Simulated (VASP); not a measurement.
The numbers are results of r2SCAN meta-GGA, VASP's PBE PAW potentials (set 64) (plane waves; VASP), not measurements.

The input files of a VASP run:

File KPOINTS:
```
Automatic mesh
0
gamma
  12 12 6
0 0 0
```

KPOINTS_OPT:
```
k-points along high-symmetry lines
6
Line-mode
Reciprocal
  0.000000   0.000000   0.000000 ! GAMMA
  0.500000   0.000000   0.000000 ! M

  0.500000   0.000000   0.000000 ! M
  0.333333   0.333333   0.000000 ! K

  0.333333   0.333333   0.000000 ! K
  0.000000   0.000000   0.000000 ! GAMMA

  0.000000   0.000000   0.000000 ! GAMMA
  0.000000   0.000000   0.500000 ! A

  0.000000   0.000000   0.500000 ! A
  0.500000   0.000000   0.500000 ! L

  0.500000   0.000000   0.500000 ! L
  0.333333   0.333333   0.500000 ! H

  0.333333   0.333333   0.500000 ! H
  0.000000   0.000000   0.500000 ! A

  0.500000   0.000000   0.500000 ! L
  0.500000   0.000000   0.000000 ! M

  0.333333   0.333333   0.500000 ! H
  0.333333   0.333333   0.000000 ! K
```

INCAR:
```
! general
SYSTEM   =  SnO
PREC     =  Accurate
ENCUT    =  520
LREAL    =  .False.
LASPH    =  .True.

! electronic loop
EDIFF    =  1E-7
NELM     =  100
ALGO     =  Normal
LMAXMIX  =  4
LMIXTAU  =  .True.

! smearing
ISMEAR   =  -5

! functional
METAGGA  =  R2SCAN

! ions
ISIF     =  2

! output
LWAVE    =  .False.
LCHARG   =  .False.
LORBIT   =  11
NEDOS    =  601

! other
LEFG     =  .True.
```

POSCAR:
```
SnO
1
    3.4169677130     0.0000000223    -0.0000000000
   -1.7084843236     2.9591806433     0.0000000000
   -0.0000000000    -0.0000000000     6.4489711150
Sn O
2 2
Direct
  0.0000000000   0.0000000000   0.0000000000
  0.0000000000   0.0000000000   0.5000000000
  0.3333330000   0.6666670000   0.2500000000
  0.6666670000   0.3333330000   0.7500000000
```

POTCAR, in this order: Sn_d O (PBE.64 set). Program: vasp_std.

The resulting files:

### OSZICAR
```
       N       E                     dE             d eps       ncg     rms          rms(c)
DAV:   1     0.360494569741E+03    0.36049E+03   -0.21307E+04  3736   0.263E+03
DAV:   2    -0.174371558228E+02   -0.37793E+03   -0.37210E+03  3936   0.594E+02
DAV:   3    -0.745097993801E+02   -0.57073E+02   -0.56286E+02  4408   0.199E+02
DAV:   4    -0.768620495988E+02   -0.23523E+01   -0.23501E+01  4104   0.441E+01
DAV:   5    -0.769426572477E+02   -0.80608E-01   -0.80589E-01  5128   0.792E+00    0.106E+01
DAV:   6    -0.680524400926E+02    0.88902E+01   -0.19758E+01  5624   0.559E+01    0.495E+00
DAV:   7    -0.638103411296E+02    0.42421E+01   -0.29526E+00  3776   0.106E+01    0.201E+00
DAV:   8    -0.642496745957E+02   -0.43933E+00   -0.79747E-01  3832   0.778E+00    0.752E-01
DAV:   9    -0.636919670914E+02    0.55771E+00   -0.70293E-01  3672   0.741E+00    0.614E-01
DAV:  10    -0.640980227949E+02   -0.40606E+00   -0.20874E-01  4152   0.327E+00    0.220E-01
DAV:  11    -0.639680152824E+02    0.13001E+00   -0.31712E-02  4072   0.132E+00    0.471E-01
DAV:  12    -0.641596174017E+02   -0.19160E+00   -0.11318E-01  3680   0.282E+00    0.827E-02
DAV:  13    -0.641664372520E+02   -0.68199E-02   -0.85682E-03  3920   0.866E-01    0.678E-02
DAV:  14    -0.641684713168E+02   -0.20341E-02   -0.16908E-03  4664   0.274E-01    0.422E-02
DAV:  15    -0.641684512416E+02    0.20075E-04   -0.58713E-04  3768   0.227E-01    0.431E-02
DAV:  16    -0.641686025484E+02   -0.15131E-03   -0.28448E-04  4672   0.123E-01    0.108E-02
DAV:  17    -0.641685629699E+02    0.39579E-04   -0.75425E-05  3880   0.671E-02    0.120E-02
DAV:  18    -0.641686837900E+02   -0.12082E-03   -0.27176E-05  3968   0.403E-02    0.356E-03
DAV:  19    -0.641686904751E+02   -0.66851E-05   -0.26480E-06  4192   0.147E-02    0.188E-03
DAV:  20    -0.641686944140E+02   -0.39389E-05   -0.48658E-07  3536   0.638E-03    0.101E-03
DAV:  21    -0.641686951310E+02   -0.71705E-06   -0.20828E-07  2584   0.494E-03    0.277E-04
DAV:  22    -0.641686960861E+02   -0.95506E-06   -0.80610E-08  2096   0.234E-03    0.300E-04
DAV:  23    -0.641686961634E+02   -0.77313E-07   -0.17895E-08  2096   0.147E-03
   1 F= -.64168696E+02 E0= -.64168696E+02  d E =0.000000E+00
       N       E                     dE             ncg
```

File OUTCAR:
```
------------------------ aborting loop because EDIFF is reached ----------------------------------------
  FORCE on cell =-STRESS in cart. coord.  units (eV):
  Direction    XX          YY          ZZ          XY          YZ          ZX
  --------------------------------------------------------------------------------------
  Total        0.0539575      0.0539575     -0.1218654     -0.0000000      0.0000000      0.0000000
  in kB        1.3257443      1.3257441     -2.9942518     -0.0000002      0.0000000      0.0000000
  external PRESSURE =      -0.1142544 kB  Pullay stress =       0.0000000 kB
  volume of cell :       65.21
      direct lattice vectors                 reciprocal lattice vectors
     3.416967713  0.000000022  0.000000000     0.292657139  0.168965736  0.000000000
    -1.708484324  2.959180643  0.000000000    -0.000000002  0.337931379  0.000000000
     0.000000000  0.000000000  6.448971115     0.000000000  0.000000000  0.155063495
 POSITION                                       TOTAL-FORCE (eV/Angst)
 -----------------------------------------------------------------------------------
      0.00000      0.00000      0.00000         0.000000      0.000000     -0.000000
      0.00000      0.00000      3.22449         0.000000      0.000000     -0.000000
     -0.00000      1.97279      1.61224        -0.000000     -0.000000     -0.000000
      1.70849      0.98639      4.83673         0.000000      0.000000      0.000000
 -----------------------------------------------------------------------------------
    total drift:                               -0.000000      0.000000      0.000000
  FREE ENERGIE OF THE ION-ELECTRON SYSTEM (eV)
  ---------------------------------------------------
  free  energy   TOTEN  =       -64.1686961634 eV

  energy  without entropy=      -64.1686961634  energy(sigma->0) =      -64.16869616

 total charge

# of ion       s       p       d       tot
------------------------------------------
    1        1.388   0.604  10.021  12.012
    2        1.388   0.604  10.021  12.012
    3        1.602   3.308   0.000   4.910
    4        1.602   3.308   0.000   4.910
--------------------------------------------------
tot          5.980   7.823  20.041  33.844

 Electric field gradients after diagonalization (V/A^2)
 (convention: |V_zz| > |V_xx| > |V_yy|)
----------------------------------------------------------------------
 ion       V_xx      V_yy      V_zz     asymmetry (V_yy - V_xx)/ V_zz
----------------------------------------------------------------------
   1      -1.631    -1.628     3.259       0.001
   2      -1.631    -1.628     3.259       0.001
   3      -8.723    -8.720    17.442       0.000
   4      -8.723    -8.720    17.442       0.000
```
(Selected blocks of OUTCAR.)

OUTCAR:
```
 val. band max:        8.0761989072   @ k =   0.0833   0.0833   0.0000

 cond. band min:       7.8459725823   @ k =   0.5000   0.0000   0.1667


 Fermi energy:         7.9186052522

 k-point     1 :       0.0000    0.0000    0.0000
  band No.  band energies     occupation
      1     -14.8039      2.00000
      2     -14.6763      2.00000
      3     -14.6762      2.00000
      4     -14.6626      2.00000
      5     -14.6625      2.00000
      6     -14.6089      2.00000
      7     -14.6089      2.00000
      8     -14.5999      2.00000
      9     -14.5364      2.00000
     10     -14.5364      2.00000
     11     -12.0238      2.00000
     12     -11.5387      2.00000
     13      -1.8049      2.00000
     14       0.5536      2.00000
     15       3.6494      2.00000
     16       4.5883      2.00000
     17       4.5883      2.00000
     18       4.8093      2.00000
     19       4.8093      2.00000
     20       7.5155      2.03196
     21       8.4480      0.00000
     22      14.2833      0.00000
     23      14.2833      0.00000
     24      15.3212      0.00000

 k-point     2 :       0.0833    0.0000    0.0000
  band No.  band energies     occupation
      1     -14.7994      2.00000
      2     -14.6816      2.00000
      3     -14.6675      2.00000
      4     -14.6642      2.00000
      5     -14.6543      2.00000
      6     -14.6257      2.00000
      7     -14.6104      2.00000
      8     -14.5941      2.00000
      9     -14.5407      2.00000
     10     -14.5372      2.00000
     11     -11.9862      2.00000
     12     -11.4926      2.00000
     13      -1.6909      2.00000
     14       0.4577      2.00000
     15       3.6875      2.00000
     16       4.3761      2.00000
     17       4.5063      2.00000
     18       4.7415      2.00000
     19       4.8084      2.00000
     20       7.9510      1.53949
     21       8.3271      0.00000
     22      13.4745      0.00000
     23      14.2957      0.00000
     24      14.7113      0.00000
...
```

For a metal the tetrahedron method with Blöchl corrections gives inexact stress and forces. Unless said otherwise, spin-orbit coupling is left out, though it shifts the bands of the heavy elements here.

The structure was generated: SnO was put into the NiAs type (P6_3/mmc), which need not be its known phase. It was relaxed first, which changed the volume by +25 %.
